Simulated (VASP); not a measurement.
Method: PBEsol GGA with spin-orbit coupling, VASP's PBE PAW potentials (set 64) (plane waves; VASP 6.6.1).

VASP input:

### POSCAR
```
Pm
1
    0.0000000000     2.5314295988     2.5314295988
    2.5314295988    -0.0000000000     2.5314295988
    2.5314295988     2.5314295988     0.0000000000
Pm
1
Direct
  0.0000000000   0.0000000000   1.0000000000
```

KPOINTS_OPT:
```
k-points along high-symmetry lines
8
Line-mode
Reciprocal
  0.000000   0.000000   0.000000 ! GAMMA
  0.500000   0.000000   0.500000 ! X

  0.500000   0.000000   0.500000 ! X
  0.625000   0.250000   0.625000 ! U

  0.375000   0.375000   0.750000 ! K
  0.000000   0.000000   0.000000 ! GAMMA

  0.000000   0.000000   0.000000 ! GAMMA
  0.500000   0.500000   0.500000 ! L

  0.500000   0.500000   0.500000 ! L
  0.500000   0.250000   0.750000 ! W

  0.500000   0.250000   0.750000 ! W
  0.500000   0.000000   0.500000 ! X
```

**INCAR**
```
ALGO = Normal
EDIFF = 1E-6
ENCUT = 400
GGA = PS
GGA_COMPAT = .FALSE.
ISMEAR = 0
LASPH = .TRUE.
LCHARG = .FALSE.
LMAXMIX = 6
LREAL = .FALSE.
LSORBIT = .TRUE.
LWAVE = .FALSE.
MAGMOM = 0 0 0
NELM = 100
PREC = Accurate
SIGMA = 0.05
SYSTEM = Pm
```

File KPOINTS:
```
Automatic mesh
0
Gamma
11 11 11
0 0 0
```

POTCAR, in this order: Pm_3 (PBE.64 set). Program: vasp_ncl.

The resulting files:

File OSZICAR:
```
       N       E                     dE             d eps       ncg     rms          rms(c)
DAV:   1     0.355699610621E+02    0.35570E+02   -0.46474E+03  2016   0.901E+02
DAV:   2    -0.454996309953E+01   -0.40120E+02   -0.39313E+02  2612   0.219E+02
DAV:   3    -0.549336228743E+01   -0.94340E+00   -0.92687E+00  2486   0.263E+01
DAV:   4    -0.550069152545E+01   -0.73292E-02   -0.73209E-02  2502   0.276E+00
DAV:   5    -0.550077358088E+01   -0.82055E-04   -0.82052E-04  2370   0.267E-01    0.255E+01
DAV:   6    -0.549112844636E+01    0.96451E-02   -0.15820E-02  2232   0.111E+00    0.153E+01
DAV:   7    -0.548980440543E+01    0.13240E-02   -0.68776E-03  2236   0.725E-01    0.887E+00
DAV:   8    -0.549045370699E+01   -0.64930E-03   -0.32115E-03  2250   0.493E-01    0.164E-01
DAV:   9    -0.549024458123E+01    0.20913E-03   -0.72622E-04  2166   0.238E-01    0.329E-02
DAV:  10    -0.549024661710E+01   -0.20359E-05   -0.34297E-05  2512   0.519E-02    0.287E-02
DAV:  11    -0.549024633283E+01    0.28426E-06   -0.23116E-07  1370   0.520E-03
   1 F= -.54902463E+01 E0= -.54895946E+01  d E =-.130343E-02  mag=     0.0000     0.0000    -0.0000
       N       E                     dE             ncg
```

OUTCAR:
```
------------------------ aborting loop because EDIFF is reached ----------------------------------------
  FORCE on cell =-STRESS in cart. coord.  units (eV):
  Direction    XX          YY          ZZ          XY          YZ          ZX
  --------------------------------------------------------------------------------------
  Total       -0.0327393     -0.0327393     -0.0327393     -0.0000000     -0.0000000      0.0000000
  in kB       -1.6167864     -1.6167864     -1.6167864     -0.0000000     -0.0000000      0.0000000
  external PRESSURE =      -1.6167864 kB  Pullay stress =       0.0000000 kB
  volume of cell :       32.44
      direct lattice vectors                 reciprocal lattice vectors
     0.000000000  2.531429599  2.531429599    -0.197516850  0.197516850  0.197516850
     2.531429599  0.000000000  2.531429599     0.197516850 -0.197516850  0.197516850
     2.531429599  2.531429599  0.000000000     0.197516850  0.197516850 -0.197516850
 POSITION                                       TOTAL-FORCE (eV/Angst)
 -----------------------------------------------------------------------------------
      0.00000      0.00000      0.00000         0.000000     -0.000000      0.000000
 -----------------------------------------------------------------------------------
    total drift:                                0.000000      0.000000     -0.000000
  FREE ENERGIE OF THE ION-ELECTRON SYSTEM (eV)
  ---------------------------------------------------
  free  energy   TOTEN  =        -5.4902463328 eV

  energy  without entropy=       -5.4889429012  energy(sigma->0) =       -5.48959462

 Ion:    1  E_soc:     -0.7198411
```
(Selected blocks of OUTCAR.)

The 4f electrons are frozen in the core of the lanthanide potential, so 4f levels, which can set the real gap, and their magnetism are missing.

The structure was generated: Pm was put into the fcc type (Fm-3m), which need not be its known phase. It was relaxed first.
